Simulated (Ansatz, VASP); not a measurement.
# InCo3N in two plane-wave programs

Aim: how closely do two programs agree when they are given the same cell, functional and k mesh? The cell is taken from a series of runs on this material, whose earlier steps may have relaxed, scaled, displaced or heated it; both programs get it as it stands.

Main program and level: Ansatz 0.2.0; plane waves, with VASP 6.6.1 beside it; relaxation of cell and atoms at PBEsol.

## Step 1: Set-up

Symmetry: Pm-3m, No. 221, cubic system. The conventional cell has a = 3.792 Å, b = 3.792 Å, c = 3.792 Å, α = 90.00°, β = 90.00°, γ = 90.00°. Nearest to In lie 12 Co at 2.68 Å. Co has 2 N at 1.90 Å nearest. Nearest to N lie 6 Co at 1.90 Å. Farther neighbours and most contacts between anions are not listed.

## Step 2: Ansatz: relaxation of cell and atoms, PBEsol

Ansatz runs on its PAW soft_1 files.

The relaxed volume is the usual yardstick between codes: in a stiff, nearly cubic crystal its relative difference is about their pressure difference at one cell divided by the bulk modulus.

The input, input.yaml:

```yaml
crystal:
  lattice:
    - [3.791898764, 0.0, 0.0]
    - [0.0, 3.791898764, 0.0]
    - [0.0, 0.0, 3.791898764]
  atoms:
    - { symbol: In, position: [0.0, 0.0, 0.0] }
    - { symbol: Co, position: [0.5, 0.5, 0.0], spin: 0.92 }
    - { symbol: Co, position: [0.5, 0.0, 0.5], spin: 0.92 }
    - { symbol: Co, position: [0.0, 0.5, 0.5], spin: 0.92 }
    - { symbol: "N", position: [0.5, 0.5, 0.5] }
kpoints:
  mp_grid: { grid: [12, 12, 12] }
hamiltonian:
  xc: pbesol
  pseudopotentials: { kind: paw, azcp: { folder: soft_1 }, xc_functional: pbe }
scf:
  occupations: { method: gaussian, width: 0.15 }
output:
  forces: true
  stress: true
  eigenvalues: true
  populations: true
magnetization:
  spin_polarized: true
relax:
  adjacent_minimum: "off"
  f_tol: 0.001
  max_steps: 60
  cell: { stress_tol: 0.01 }
```

Run with:

```bash
$ ansatz run input.yaml --threads 4 --pin off --max-ram 10240MiB --backend cpu --events-out ev --progress --plain --runs-dir out
```

Numbers of over 12 decimals in the logs are rounded to 6 here.

The log of the run:

```text
Engine: ansatz 0.2.0, aarch64-unknown-linux-gnu
Pseudopotentials: kind: paw
Pseudopotential: In, paw, valence charge 13, recommended cutoff 420 eV (normal), soft_1/In.paw.azcp
Pseudopotential: Co, paw, valence charge 17, recommended cutoff 420 eV (normal), soft_1/Co.paw.azcp
Pseudopotential: N, paw, valence charge 5, recommended cutoff 420 eV (normal), soft_1/N.paw.azcp
Functional definition: PBEsol
  exchange = pbesol_x
  correlation = pbesol_c
Crystal: 5 atoms, lattice volume = 54.522 Å³
Basis set: ecut = 420 eV, 1045 PW (Γ), exchange–correlation on 54×54×54 points (8 copies of the dense FFT grid, shifted against one another)
Bands: 44, of which v1, the nominal top of the filled ones, is band 35 counted from 1 (34 counted from 0)
Symmetry: 48 space group operations
Space group: Pm-3m (ITA 221), of the structure as read, at distance tolerance 3.8e-5 Å
Magnetic group: BNS 221.92 (UNI 1594), of the structure as read, at distance tolerance 3.8e-5 Å
k-points: 84 of 1728
Non-local potential: In, projectors of the file, l = 0: 2, l = 1: 2, l = 2: 2, l = 3: 1
Non-local potential: Co, projectors of the file, l = 0: 3, l = 1: 2, l = 2: 3, l = 3: 1
Non-local potential: N, projectors of the file, l = 0: 2, l = 1: 2, l = 2: 1
PAW form: soft (Blöchl's): semilocal exchange-correlation on the pseudo side does not see the compensation charge
PAW frozen core: In, regenerated for the run's functional, and the local potential with it (the file was generated under x = pbe(κ = 0.804, μ = 0.219515), c = pbe(β = 0.066725))
PAW frozen core: Co, regenerated for the run's functional, and the local potential with it (the file was generated under x = pbe(κ = 0.804, μ = 0.219515), c = pbe(β = 0.066725))
PAW frozen core: N, regenerated for the run's functional, and the local potential with it (the file was generated under x = pbe(κ = 0.804, μ = 0.219515), c = pbe(β = 0.066725))
PAW one-centre angular grid: In, 590 points (default); XC on 64 Gauss nodes
PAW one-centre angular grid: Co, 590 points (default); XC on 64 Gauss nodes
PAW one-centre angular grid: N, 110 points (default); XC on 64 Gauss nodes
Initial density: superposition of atomic densities (chi_scale 0.1, normalization cell, long waves kept (reshape's long-wave potential 0.01 eV rms))
Starting moments: Σ|m| = 2.76 μB on 3 of 5 sites
Initial wavefunctions: pseudopotential atomic-orbital guess
Functional: x = pbesol(κ = 0.804, μ = 0.123457), c = pbesol(β = 0.046)
iter 1 solved again at ethr=1.36e-3 eV; its pass at ethr=3.10e-3 eV (dr2=9.36e-1 eV) is discarded
SCF iter   1: F=—  HF=-21177.563613 eV  |F-HF|=—  |Δ(HF+E_count)|=         —  Δρ=4.24e-2 (↑4.24e-2 ↓2.97e-2)  dr2=9.31e-1  dr2_m=1.92e-1  M=2.777 μB ∫|m|=2.979 μB  β_m=0.30  ethr=1.36e-3  ⟨swp⟩=1.2  Hψ=32985  notcnv=0
Mixer restart at iter 1: flushing history
preconditioner: auto → Kerker (q_TF=auto, 2.838 Å⁻¹)  [metal: Δε(μ)=0.002 eV  Ē_g=10.425 eV  σ=0.150 eV  W_gap=0.01  n_scr=18 (ndim 8)  ℏωp=33.7 eV  f_vac=0.000  D(μ)=3.57/eV (n_scr^D=32)]
spin=Collinear: Kerker preconditioning applied to the charge; magnetization (m = ρ↑ − ρ↓) channel mixes plain (no charge-response kernel on spin).
SCF iter   2: F=—  HF=-21179.722709 eV  |F-HF|=—  |Δ(HF+E_count)|=    2.16e0  Δρ=3.90e-2 (↑3.90e-2 ↓2.53e-2)  dr2=1.15e0  dr2_m=9.70e-2  M=2.760 μB ∫|m|=2.987 μB  β_m=0.65  ethr=1.35e-3  ⟨swp⟩=2.0  Hψ=8816  notcnv=0
SCF iter   3: F=—  HF=-21182.854762 eV  |F-HF|=—  |Δ(HF+E_count)|=    3.13e0  Δρ=2.11e-2 (↑2.11e-2 ↓1.82e-2)  dr2=7.64e-1  dr2_m=1.03e-2  M=2.711 μB ∫|m|=2.981 μB  β_m=0.82  ethr=1.35e-3  ⟨swp⟩=2.6  Hψ=11733  notcnv=0  defer=219
SCF iter   4: F=—  HF=-21183.726445 eV  |F-HF|=—  |Δ(HF+E_count)|=   8.72e-1  Δρ=1.88e-2 (↑1.47e-2 ↓1.88e-2)  dr2=5.55e-1  dr2_m=2.47e-3  M=2.613 μB ∫|m|=2.913 μB  β_m=0.75  ethr=1.11e-3  ⟨swp⟩=2.0  Hψ=10327  notcnv=0  defer=490
SCF iter   5: F=—  HF=-21183.622310 eV  |F-HF|=—  |Δ(HF+E_count)|=   1.04e-1  Δρ=4.69e-3 (↑4.69e-3 ↓3.18e-3)  dr2=1.93e-2  dr2_m=5.98e-4  M=2.587 μB ∫|m|=2.881 μB  β_m=0.87  ethr=8.05e-4  ⟨swp⟩=2.0  Hψ=10775  notcnv=0  defer=504
SCF iter   6: F=—  HF=-21183.619303 eV  |F-HF|=—  |Δ(HF+E_count)|=         —  Δρ=1.19e-3 (↑1.19e-3 ↓1.18e-3)  dr2=3.14e-3  dr2_m=3.56e-4  M=2.573 μB ∫|m|=2.862 μB  β_m=0.87  ethr=2.80e-5  ⟨swp⟩=2.0  Hψ=11491  notcnv=0  defer=503
Mixer restart at iter 6: flushing history
SCF iter   7: F=—  HF=-21183.618642 eV  |F-HF|=—  |Δ(HF+E_count)|=   6.61e-4  Δρ=7.43e-4 (↑7.43e-4 ↓5.00e-4)  dr2=9.77e-4  dr2_m=2.08e-5  M=2.572 μB ∫|m|=2.860 μB  β_m=0.94  ethr=4.55e-6  ⟨swp⟩=2.0  Hψ=8102  notcnv=0  defer=503
[...]
SCF iter   8: F=-21183.618196 eV  HF=-21183.618196 eV  |F-HF|=4.15e-9  |Δ(HF+E_count)|=   7.87e-9  Δρ=2.30e-6 (↑1.08e-6 ↓2.30e-6)  dr2=4.88e-9  dr2_m=2.10e-10  M=2.570 μB ∫|m|=2.858 μB  ethr=3.17e-12  ⟨swp⟩=2.1  Hψ=23971  notcnv=0
SCF 3 converged in 8 iterations: F = -21183.618196 eV  dr2 = 4.88e-9
relax step   3: F+E_penalty+E_count = -21183.61819628 eV  Δ(F+E_penalty+E_count) = -1.517e-5 eV  max|allowed force component| = 1.094e-29 eV/Å  Δτ_max = 0.0000 Å  P = +0.000 GPa  Ω = 54.493 Å³  energy of the carried Pulay correction = +3.524e-5 eV  (8 SCF iters, dr2 threshold 5.18e-9 eV, accepted)
Initial wavefunctions: pseudopotential atomic-orbital guess (no wavefunctions were taken with the density)
iter 1 solved again at ethr=7.28e-8 eV; its pass at ethr=3.10e-3 eV (dr2=5.02e-5 eV) is discarded
SCF iter   1: F=—  HF=-21183.618140 eV  |F-HF|=—  |Δ(HF+E_count)|=         —  Δρ=2.14e-6 (↑2.02e-6 ↓2.14e-6)  dr2=7.00e-9  dr2_m=2.11e-11  M=2.570 μB ∫|m|=2.858 μB  β_m=0.65  ethr=7.28e-8  ⟨swp⟩=3.1  Hψ=45885  notcnv=0
eigensolver tolerance schedule: the retry pair's looser diagonalisation over-reported the residual by 7176.70 of it (diagonalisation noise at 0.20 of the residual, at the tolerance the schedule requests for it); recorded, not acted on — ethr = c·dr2/N_el stays at c = 1.0e-1
preconditioner: auto → none  [metal: Δε(μ)=0.005 eV  Ē_g=10.974 eV  σ=0.150 eV  W_gap=0.02  n_scr=6 (ndim 8)  ℏωp=33.7 eV  f_vac=0.000  D(μ)=3.18/eV (n_scr^D=26)]
SCF iter   2: F=—  HF=-21183.618139 eV  |F-HF|=—  |Δ(HF+E_count)|=   1.65e-6  Δρ=2.18e-6 (↑2.18e-6 ↓1.69e-6)  dr2=8.35e-9  dr2_m=3.29e-10  M=2.570 μB ∫|m|=2.858 μB  β_m=0.35  ethr=1.01e-11  ⟨swp⟩=3.1  Hψ=17754  notcnv=0
SCF iter   3: F=—  HF=-21183.618139 eV  |F-HF|=—  |Δ(HF+E_count)|=   1.18e-9  Δρ=8.99e-7 (↑6.16e-7 ↓8.99e-7)  dr2=5.02e-10  dr2_m=5.51e-11  M=2.570 μB ∫|m|=2.858 μB  β_m=0.64  ethr=1.01e-11  ⟨swp⟩=2.0  Hψ=10862  notcnv=0
SCF iter   4: F=—  HF=-21183.618139 eV  |F-HF|=—  |Δ(HF+E_count)|=   2.32e-9  Δρ=1.28e-6 (↑1.28e-6 ↓7.63e-7)  dr2=1.40e-9  dr2_m=3.86e-11  M=2.570 μB ∫|m|=2.858 μB  β_m=0.64  ethr=1.00e-12  ⟨swp⟩=2.0  Hψ=12760  notcnv=0
SCF iter   5: F=—  HF=-21183.618139 eV  |F-HF|=—  |Δ(HF+E_count)|=  4.07e-10  Δρ=2.57e-7 (↑2.57e-7 ↓7.71e-8)  dr2=3.27e-11  dr2_m=6.78e-12  M=2.570 μB ∫|m|=2.858 μB  β_m=0.82  ethr=1.00e-12  ⟨swp⟩=2.2  Hψ=12502  notcnv=0
SCF iter   6: F=—  HF=-21183.618139 eV  |F-HF|=—  |Δ(HF+E_count)|=  2.55e-11  Δρ=5.00e-8 (↑5.00e-8 ↓4.13e-8)  dr2=3.07e-12  dr2_m=9.92e-14  M=2.570 μB ∫|m|=2.858 μB  β_m=0.83  ethr=1.00e-12  ⟨swp⟩=1.0  Hψ=7392  notcnv=0
SCF iter   7: F=—  HF=-21183.618139 eV  |F-HF|=—  |Δ(HF+E_count)|=    0.00e0  Δρ=1.58e-8 (↑8.82e-9 ↓1.58e-8)  dr2=3.00e-13  dr2_m=1.51e-14  M=2.570 μB ∫|m|=2.858 μB  β_m=0.92  ethr=1.00e-12  ⟨swp⟩=1.0  Hψ=7392  notcnv=0
SCF iter   8: F=-21183.618139 eV  HF=-21183.618139 eV  |F-HF|=7.28e-12  |Δ(HF+E_count)|=    0.00e0  Δρ=2.92e-8 (↑8.52e-9 ↓2.92e-8)  dr2=6.32e-13  dr2_m=6.11e-14  M=2.570 μB ∫|m|=2.858 μB  ethr=1.00e-12  ⟨swp⟩=3.1  Hψ=26997  notcnv=0
SCF 4 converged in 8 iterations: F = -21183.618139 eV  dr2 = 6.32e-13
relax step   4: F+E_penalty+E_count = -21183.61813851 eV  Δ(F+E_penalty+E_count) = +5.777e-5 eV  max|allowed force component| = 2.835e-29 eV/Å  Δτ_max = 0.0000 Å  P = -0.000 GPa  Ω = 54.493 Å³  stress off target by 1.16e-5 GPa  SCF on the basis re-selected at this cell (its energy is not comparable with the rows above)  (8 SCF iters)
basis re-selected at this cell: Δ(F+E_penalty+E_count) = +5.777e-5 eV, ΔP = -0.000 GPa vs the last step (what re-selecting the basis moved, of the pressure what is left beyond the Pulay correction that the steps carried, after the strain that the cell walked since its last selection, with what the two solves' SCF thresholds leave and, on support functions, any second-order correction that the steps lacked; it is no m [...]
SCF converged after 8 iterations
Magnetization: 2.5704 μB (35.7852 up, 33.2148 down)
Absolute magnetization: 2.8562 μB (∫|ρ↑−ρ↓|, with the PAW one-centre terms)
Spin contamination: 0.0321 ħ² per cell (⟨S²⟩ above its minimum at these occupations)
Per-site moments (μB) at R_I (Å): [(-0.032282, 1.105833), (0.815539, 0.781942), (0.815539, 0.781942), (0.815539, 0.781942), (0.096803, 0.781942)]
Free energy (F): -21183.618139 eV
Harris-Foulkes:  -21183.618139 eV  (|F-HF|=7.28e-12)
Internal energy: -21183.582322 eV  (E = F + TS)
E sigma→0 (E₀):  -21183.600230 eV
Entropy (-TS):   -0.035817 eV (-7.163 meV/atom)
Fermi energy:    18.093298 eV
--- Per-component energies (eV) ---
  E_band       = -652.013525
  E_kinetic    = 1237.079421
  E_local      = -9625.612421  (includes V_loc(G=0)·N_el)
  E_nonlocal   = 1689.703072
  E_hartree    = 4279.853520
  E_xc         = -477.508568
  E_vxc        = -522.571997  (∫ρ·V_xc dr)
  E_paw        = -8895.001374  (= ΣΔE_a)
  E_vpaw       = -1990.319421  (= ΣTr[D̂ρ^β])
  E_aug_tail   = 0.000871  (compensation charges beyond the density's cutoff)
  E_ewald      = -9392.926104
  E_core_change = 0.829261  (= ΣΔE_core)
  E_smearing   = -0.035817  (= −TS)
  E_closure    = -0.000000  (closes the sum)
  Σ components = -21183.618139   (vs F -21183.618139, Δ=0.00e0)
--- Forces (eV/Å), atoms counted from 1 ---
  atom   1  In     0.00000000    -0.00000000    -0.00000000
  atom   2  Co    -0.00000000     0.00000000     0.00000000
  atom   3  Co     0.00000000    -0.00000000     0.00000000
  atom   4  Co     0.00000000     0.00000000     0.00000000
  atom   5  N     -0.00000000    -0.00000000     0.00000000
  max |Σ_I F_I| component: 1.60e-29 eV/Å
--- Stress (GPa, compression-positive) ---
       -0.000012      -0.000000      -0.000000
       -0.000000      -0.000012       0.000000
       -0.000000       0.000000      -0.000012
  P = ⅓ Tr σ = -0.0000 GPa (-0.000 kbar)
--- Band table (eV; the first three rows and the last of 168) ---
  k-point 0 ↑: bands = [... 31 lower, 16.8073, 17.2246, 17.2246, 17.2246, 17.5564, 19.5358, 20.5796, 20.5796, ... 5 higher]
  k-point 1 ↑: bands = [... 31 lower, 16.7962, 17.2246, 17.2261, 17.2261, 17.5267, 19.5453, 20.3679, 20.7002, ... 5 higher]
  k-point 2 ↑: bands = [... 31 lower, 16.7656, 17.2248, 17.2318, 17.2318, 17.4394, 19.5863, 20.0381, 21.0260, ... 5 higher]
  k-point 83 ↓: bands = [... 31 lower, 17.6714, 17.6714, 18.3976, 18.3976, 18.3976, 19.9148, 19.9148, 19.9148, ... 5 higher]
--- Relaxed structure (3 steps of the walk, 3 accepted, 1 SCFs on fresh bases) ---
  F+E_penalty+E_count = -21183.61813851 eV   max|allowed force component| = 2.835e-29 eV/Å   (the final SCF, on the basis selected at the relaxed cell)
  cell:  # Å, volume = 54.4932 Å³
    - [3.791236, 0, 0]
    - [0, 3.791236, 0]
    - [0, 0, 3.791236]
  atoms:
    - { symbol: In, position: [0, 0, 0] }
    - { symbol: Co, position: [0.5, 0.5, 0] }
    - { symbol: Co, position: [0.5, 0, 0.5] }
    - { symbol: Co, position: [0, 0.5, 0.5] }
    - { symbol: N, position: [0.5, 0.5, 0.5] }
--- Löwdin populations: 5 sites ---
  site symbol       q [e]    m [muB]
     0     In     13.6851    -0.0742
     1     Co     16.3583     0.8523
     2     Co     16.3583     0.8523
     3     Co     16.3583     0.8523
     4      N      5.8383     0.1377
  spilling = 0.005823 (of n_electrons = 69.000000)
```

(Part 1 of 2 ends here.)

[Lines on the potential files, build, host, timing and source positions are cut from VASP's logs without a mark.]

[Logs are printed without paths, hosts, clocks, repeated set-up lines and the standing remarks that a program may print on its own settings, such as how far it seeks lower states.]

[Hosts, paths, dates, database ids (printed as entryN), source tags and the programs' standing remarks are cut or masked in the printed files.]
